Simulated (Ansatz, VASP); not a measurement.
## Tl3Ge2H in VASP and in Ansatz

```xyz
6
Lattice="3.2919 0.0000 0.0000 0.0000 3.2919 0.0000 0.0000 0.0000 12.6642" Properties=species:S:1:pos:R:3 pbc="T T T"
Tl    0.0000    0.0000   11.0717
Tl    0.0000    0.0000    1.5925
Tl    0.0000    0.0000    6.3321
Ge    1.6460    1.6460    3.9484
Ge    1.6460    1.6460    8.7158
H     1.6460    1.6460    0.0000
```

Change from the starting cell: species swapped into the Li3Tl2Cd type (P4/mmm, No. 123).

Alike in both runs: functional PBE; k mesh 6 × 6 × 2; occupations gaussian, width 0.1 eV; no spin polarisation.

Ansatz relaxed the structure, and its values are those at the end. VASP's run is a single point on that final structure, the one shown.

|  | VASP | Ansatz |
| --- | --- | --- |
| version | VASP 6.6.1 | Ansatz 0.2.0 |
| potentials or method | VASP PAW PBE potentials, release 64 (Tl_d, Ge_d, H) | scalar-relativistic, plane waves, PAW |
| plane-wave cutoff (eV) | 520 | 420 |
| valence electrons in the cell | 68 | 68 |

```csv
,VASP,Ansatz,Ansatz less VASP
gap on the k mesh at the Fermi level (eV),none,none,-
pressure (GPa),-0.1,0.0,+0.04
```

A gap of «none» marks a metal or a gap that the smearing closes. With one functional, cell and mesh, what is left measures potentials, basis and numerics.

The runs have no spin-orbit coupling, so splittings on Tl are missing.
